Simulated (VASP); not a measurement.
Output of a VASP run:

### OSZICAR
```
       N       E                     dE             d eps       ncg     rms          rms(c)
DAV:   1     0.102744043375E+03    0.10274E+03   -0.84013E+03  6380   0.139E+03
DAV:   2    -0.156498265650E+02   -0.11839E+03   -0.11424E+03  6518   0.357E+02
DAV:   3    -0.208386886585E+02   -0.51889E+01   -0.50361E+01  7919   0.755E+01
DAV:   4    -0.209413525346E+02   -0.10266E+00   -0.10228E+00  7779   0.955E+00
DAV:   5    -0.209443998926E+02   -0.30474E-02   -0.30496E-02  8228   0.146E+00    0.232E+01
DAV:   6    -0.205327108063E+02    0.41169E+00   -0.86739E+01  7065   0.114E+02    0.203E+01
DAV:   7    -0.151346583915E+02    0.53981E+01   -0.28246E+01  7588   0.713E+01    0.384E+00
DAV:   8    -0.150649721755E+02    0.69686E-01   -0.70090E-01  7252   0.908E+00    0.222E+00
DAV:   9    -0.150642076237E+02    0.76455E-03   -0.53066E-02  9095   0.207E+00    0.131E+00
DAV:  10    -0.150748021829E+02   -0.10595E-01   -0.19350E-02  8344   0.149E+00    0.659E-01
DAV:  11    -0.150793263797E+02   -0.45242E-02   -0.54578E-03  8029   0.597E-01    0.565E-01
DAV:  12    -0.150793932836E+02   -0.66904E-04   -0.29291E-02  7765   0.144E+00    0.326E-01
DAV:  13    -0.150812578226E+02   -0.18645E-02   -0.71397E-03  7723   0.836E-01    0.277E-01
DAV:  14    -0.150813763246E+02   -0.11850E-03   -0.18554E-03  7727   0.403E-01    0.479E-02
DAV:  15    -0.150812035369E+02    0.17279E-03   -0.12060E-04  7662   0.942E-02    0.192E-02
DAV:  16    -0.150812368651E+02   -0.33328E-04   -0.87415E-06  7560   0.299E-02    0.691E-03
DAV:  17    -0.150812233905E+02    0.13475E-04   -0.24215E-06  7526   0.130E-02    0.103E-02
DAV:  18    -0.150812478340E+02   -0.24444E-04   -0.14422E-06  6863   0.115E-02    0.186E-03
DAV:  19    -0.150812557752E+02   -0.79412E-05   -0.25634E-07  5664   0.407E-03    0.877E-04
DAV:  20    -0.150812544021E+02    0.13731E-05   -0.17026E-08  3604   0.160E-03    0.254E-04
DAV:  21    -0.150812536616E+02    0.74057E-06   -0.45012E-09  3535   0.522E-04    0.877E-05
DAV:  22    -0.150812537617E+02   -0.10010E-06   -0.88865E-10  3502   0.277E-04    0.716E-05
DAV:  23    -0.150812536281E+02    0.13352E-06   -0.37014E-10  3439   0.158E-04    0.215E-05
DAV:  24    -0.150812535757E+02    0.52443E-07   -0.18742E-10  3445   0.942E-05
   1 F= -.15081254E+02 E0= -.15081254E+02  d E =0.000000E+00  mag=    -0.9320
```

File OUTCAR:
```
------------------------ aborting loop because EDIFF is reached ----------------------------------------
  FORCE on cell =-STRESS in cart. coord.  units (eV):
  Direction    XX          YY          ZZ          XY          YZ          ZX
  --------------------------------------------------------------------------------------
  Total        0.0260255      0.0260255      0.0260255      0.0000000      0.0000000      0.0000000
  in kB        1.8005294      1.8005294      1.8005294      0.0000000      0.0000000      0.0000000
  external PRESSURE =       1.8005294 kB  Pullay stress =       0.0000000 kB
  volume of cell :       23.16
      direct lattice vectors                 reciprocal lattice vectors
     0.000000000  2.262349538  2.262349538    -0.221009173  0.221009173  0.221009173
     2.262349538  0.000000000  2.262349538     0.221009173 -0.221009173  0.221009173
     2.262349538  2.262349538  0.000000000     0.221009173  0.221009173 -0.221009173
 POSITION                                       TOTAL-FORCE (eV/Angst)
 -----------------------------------------------------------------------------------
      0.00000      0.00000      0.00000        -0.000000     -0.000000     -0.000000
      1.13117      1.13117      1.13117         0.000000      0.000000      0.000000
 -----------------------------------------------------------------------------------
    total drift:                               -0.000001     -0.000001     -0.000001
  FREE ENERGIE OF THE ION-ELECTRON SYSTEM (eV)
  ---------------------------------------------------
  free  energy   TOTEN  =       -15.0812535757 eV

  energy  without entropy=      -15.0812535757  energy(sigma->0) =      -15.08125358

 total charge

# of ion       s       p       d       tot
------------------------------------------
    1        0.375   6.349   4.330  11.054
    2        0.820   1.164   0.000   1.984
--------------------------------------------------
tot          1.195   7.513   4.330  13.038

 magnetization (x)

# of ion       s       p       d       tot
------------------------------------------
    1       -0.004  -0.011  -0.880  -0.895
    2        0.011   0.024   0.000   0.036
--------------------------------------------------
tot          0.007   0.014  -0.880  -0.860
```
(Selected blocks of OUTCAR.)

**POSCAR**
```
CrB
1
    0.0000000000     2.2623495379     2.2623495379
    2.2623495379     0.0000000000     2.2623495379
    2.2623495379     2.2623495379     0.0000000000
Cr B
1 1
Direct
  0.0000000000   0.0000000000   0.0000000000
  0.2500000000   0.2500000000   0.2500000000
```

Problem. Write an INCAR and KPOINTS that could have produced this output.

Solution. One answer among several that fit: the input of the run itself, PBEsol GGA, plane waves, VASP's PBE PAW potentials (set 64).

**INCAR**
```
ALGO = Normal
EDIFF = 1E-7
ENCUT = 520
GGA = PS
ISIF = 2
ISMEAR = -5
ISPIN = 2
LASPH = .TRUE.
LCHARG = .TRUE.
LMAXMIX = 4
LORBIT = 11
LREAL = .FALSE.
LWAVE = .FALSE.
MAGMOM = -0.8 0.0
NEDOS = 601
NELM = 100
PREC = Accurate
SYSTEM = CrB
```

File KPOINTS:
```
Regular mesh
0
G
 16 16 16
0 0 0
```

POTCAR, in this order: Cr_pv B (PBE.64 set). Program: vasp_std.

For a metal the tetrahedron method with Blöchl corrections gives inexact stress and forces.

The structure was generated: CrB was put into the zinc blende type (F-43m), which need not be its known phase. It was relaxed first, which changed the volume by -32 %.
